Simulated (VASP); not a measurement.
Input:

```
C
1.0
    1.23304    -2.13569     0.00000
    1.23304     2.13569     0.00000
    0.00000     0.00000     8.76832
C
4
Cartesian
  0.00000   0.00000   2.19208
  0.00000   0.00000   6.57624
  1.23304   0.71190   2.19208
  1.23304  -0.71190   6.57624
```

These are TPSS meta-GGA, VASP's PBE PAW potentials (set 64) (plane waves; VASP 6.6.1) values and carry that method's errors. Numerical set-up: 520 eV cut-off, 9×9×3 Γ-centred mesh, Gaussian smearing of 0.050 eV, potentials C.

Without a dispersion term in the relaxation, distances and binding between the weakly bound layers, chains or molecules are unreliable, and so is what depends on them.

### Question
Estimate the energy per atom (σ→0), band gap (on the k-mesh) with the smallest direct gap where there is one.

### Answer

```yaml
band gap (on the k-mesh): none (metal, semimetal or under 0.01 eV)
energy per atom (σ→0): -10.609 eV/atom
```

Total energies compare only between runs with the same potentials, cut-off and functional.

The compound is C in the graphite structure. It was relaxed first, which changed the volume by +31 %. The k-mesh is coarse (spacing up to 0.33 per Å, 2π included), so the numbers may not be converged in it. The start is the result of an earlier pass.
